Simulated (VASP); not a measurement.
**MnHg under changes of volume**

One of the cells (18.266 Å³/atom); the others are scaled copies at fixed shape and fractional positions:

```xyz
2
Lattice="3.3098 0.0000 0.0000 0.0000 3.3098 0.0000 0.0000 0.0000 3.3349" Properties=species:S:1:pos:R:3 pbc="T T T"
Hg    0.0000    0.0000    0.0000
Mn    1.6549    1.6549    1.6675
```

```yaml
Program: VASP 6.6.1
Functional: PBE
Potentials_or_basis: VASP PAW PBE potentials, release 64 (Hg, Mn_pv)
Cutoff: 520 eV
k_mesh: 8 × 8 × 8
Occupations: fermi-dirac, width 0.05 eV
Spin: collinear spin, ferromagnetic start
Starting_moments: "[0.0, 4.0] μB"
```

```tsv
volume (Å³/atom)	energy over the lowest point (meV/atom)	pressure (GPa)	moment (μB per cell)
16.834	40.60	8.3	3.70
17.192	24.05	6.2	3.76
17.550	12.06	4.3	3.83
18.266	0.00	0.7	3.91
18.625	?	?	?
18.983	3.11	-2.0	3.99
```

Q: What does the run at 18.625 Å³/atom give?

A: Energy over the lowest point 0.05 meV/atom; pressure -0.8 GPa; moment 3.94 μB per cell.

Worked out: A Birch-Murnaghan fit of order 3 (a polynomial in V^(-2/3)) to the other rows has its minimum at 18.47 Å³/atom with B0 = V·E''(V) = 84 GPa (rough, since the energies scatter) at fixed shape and positions, which overstates the stiffness. It gives -0.22 meV/atom at 18.625 Å³/atom, against the run's 0.05, and -dE/dV = -0.7 GPa, against -0.8. A parabola through the other rows of the moment, of slope 0.0994 μB per Å³/atom there, gives 3.96 μB, against the run's 3.94.

Energies are extrapolated to zero smearing.
